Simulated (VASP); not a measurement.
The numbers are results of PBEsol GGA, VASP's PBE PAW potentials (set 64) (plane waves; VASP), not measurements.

VASP input:

**INCAR**
```
SYSTEM = C
PREC = Accurate
ENCUT = 600
EDIFF = 1E-7
NELM = 100
ALGO = Normal
LREAL = .FALSE.
LASPH = .TRUE.
ISMEAR = 0
SIGMA = 0.05
GGA = PS
LWAVE = .FALSE.
LCHARG = .FALSE.
ISIF = 2
```

**KPOINTS**
```
Automatic mesh
0
gamma
  12 12 12
```

**POSCAR**
```
C
2.5149540
  0.0035355115   0.7071022934   0.7071022934
  0.7106378049   0.0000000000   0.7106378049
  0.7071022934   0.7071022934   0.0035355115
C
2
Cartesian
  0.0000000000   0.0000000000   0.0000000000
  0.3553189025   0.3535511467   0.3553189025
```

POTCAR, in this order: C (PBE.64 set). Program: vasp_std.

Output

### OUTCAR
```
 ion  position               nearest neighbor table
   1  0.000  0.000  0.000-   2 1.53   2 1.53   2 1.55   2 1.55
   2  0.250  0.250  0.250-   1 1.53   1 1.53   1 1.55   1 1.55
  LATTYP: Found a body centered orthorhombic cell.
 ALAT       =     2.5023633483
 B/A-ratio  =     1.0100502512
 C/A-ratio  =     1.4213201632
 Subroutine PRICEL returns:
 Original cell was already a primitive cell.
 Subroutine GETGRP returns: Found  8 space group operations
The static configuration has the point symmetry C_2v.
 The point group associated with its full space group is D_2h.
The dynamic configuration has the point symmetry C_2v.
 Subroutine INISYM returns: Found  8 space group operations
 Subroutine IBZKPT returns following result:
 Found    280 irreducible k-points:

 Following reciprocal coordinates:
            Coordinates               Weight
  0.000000  0.000000  0.000000      1.000000
  0.083333  0.000000  0.000000      4.000000
  0.166667  0.000000 -0.000000      4.000000
  0.250000  0.000000 -0.000000      4.000000
  0.333333  0.000000 -0.000000      4.000000
  0.416667  0.000000 -0.000000      4.000000
...
```

File OSZICAR:
```
       N       E                     dE             d eps       ncg     rms          rms(c)
DAV:   1     0.849786790650E+00    0.84979E+00   -0.55919E+03  4648   0.112E+03
DAV:   2    -0.197986635433E+02   -0.20648E+02   -0.19633E+02  6976   0.120E+02
DAV:   3    -0.199311109821E+02   -0.13245E+00   -0.13245E+00  4880   0.127E+01
DAV:   4    -0.199312875772E+02   -0.17660E-03   -0.17660E-03  6544   0.494E-01
DAV:   5    -0.199312876234E+02   -0.46231E-07   -0.46231E-07  4736   0.555E-03    0.562E+00
DAV:   6    -0.194276630071E+02    0.50362E+00   -0.38705E-01  4656   0.485E+00    0.333E+00
DAV:   7    -0.192522373243E+02    0.17543E+00   -0.42741E-01  5408   0.516E+00    0.707E-01
DAV:   8    -0.192522859506E+02   -0.48626E-04   -0.15420E-03  4576   0.486E-01    0.304E-02
DAV:   9    -0.192522915160E+02   -0.55654E-05   -0.34833E-05  6560   0.562E-02    0.232E-02
DAV:  10    -0.192522965071E+02   -0.49911E-05   -0.32499E-06  4736   0.216E-02    0.462E-03
DAV:  11    -0.192522963779E+02    0.12916E-06   -0.41616E-08  5288   0.208E-03    0.602E-04
DAV:  12    -0.192522963920E+02   -0.14041E-07   -0.26600E-09  2264   0.640E-04
   1 F= -.19252296E+02 E0= -.19252296E+02  d E =-.669677E-23
```

### OUTCAR
```
------------------------ aborting loop because EDIFF is reached ----------------------------------------
  FORCE on cell =-STRESS in cart. coord.  units (eV):
  Direction    XX          YY          ZZ          XY          YZ          ZX
  --------------------------------------------------------------------------------------
  Total       -0.0401152     -0.0442676     -0.0401152      0.0000000      0.0000000     -0.4067563
  in kB       -5.7143057     -6.3058080     -5.7143057      0.0000000      0.0000000    -57.9413818
  external PRESSURE =      -5.9114731 kB  Pullay stress =       0.0000000 kB
  volume of cell :       11.25
      direct lattice vectors                 reciprocal lattice vectors
     0.008891649  1.778329741  1.778329741    -0.282575583  0.281162705  0.282575583
     1.787221390  0.000000000  1.787221390     0.279763885 -0.281162705  0.279763885
     1.778329741  1.778329741  0.008891649     0.282575583  0.281162705 -0.282575583
 POSITION                                       TOTAL-FORCE (eV/Angst)
 -----------------------------------------------------------------------------------
      0.00000      0.00000      0.00000         0.000000      0.040118      0.000000
      0.89361      0.88916      0.89361        -0.000000     -0.040118     -0.000000
 -----------------------------------------------------------------------------------
    total drift:                                0.000000      0.000000      0.000000
  FREE ENERGIE OF THE ION-ELECTRON SYSTEM (eV)
  ---------------------------------------------------
  free  energy   TOTEN  =       -19.2522963920 eV

  energy  without entropy=      -19.2522963920  energy(sigma->0) =      -19.25229639
```
(Selected blocks of OUTCAR.)

**OUTCAR**
```
 val. band max:        9.8344377918   @ k =   0.0000   0.0000   0.0000

 cond. band min:      13.8798002181   @ k =   0.3333   0.0000   0.3333


 Fermi energy:        10.1615188295

 k-point     1 :       0.0000    0.0000    0.0000
  band No.  band energies     occupation
      1     -11.8048      2.00000
      2       9.8297      2.00000
      3       9.8298      2.00000
      4       9.8344      2.00000
      5      15.2408      0.00000
      6      15.3888      0.00000
      7      15.5491      0.00000
      8      23.4014      0.00000

 k-point     2 :       0.0833    0.0000    0.0000
  band No.  band energies     occupation
      1     -11.6097      2.00000
      2       8.6165      2.00000
      3       9.4914      2.00000
      4       9.4953      2.00000
      5      15.6837      0.00000
      6      15.8620      0.00000
      7      16.1935      0.00000
      8      23.5541      0.00000

 k-point     3 :       0.1667    0.0000   -0.0000
  band No.  band energies     occupation
      1     -11.0259      2.00000
      2       6.0807      2.00000
      3       8.7671      2.00000
      4       8.7697      2.00000
      5      16.6347      0.00000
      6      16.8056      0.00000
      7      17.2362      0.00000
      8      23.9838      0.00000

 k-point     4 :       0.2500    0.0000   -0.0000
  band No.  band energies     occupation
      1     -10.0617      2.00000
      2       3.2206      2.00000
      3       8.0246      2.00000
      4       8.0296      2.00000
      5      17.5062      0.00000
      6      17.6565      0.00000
      7      17.9801      0.00000
      8      24.5645      0.00000

 k-point     5 :       0.3333    0.0000   -0.0000
  band No.  band energies     occupation
      1      -8.7359      2.00000
      2       0.4052      2.00000
      3       7.4345      2.00000
      4       7.4489      2.00000
      5      17.9840      0.00000
      6      18.1168      0.00000
      7      18.4168      0.00000
...
```

The compound is C in the diamond structure. This cell was strained or had an atom moved on purpose.
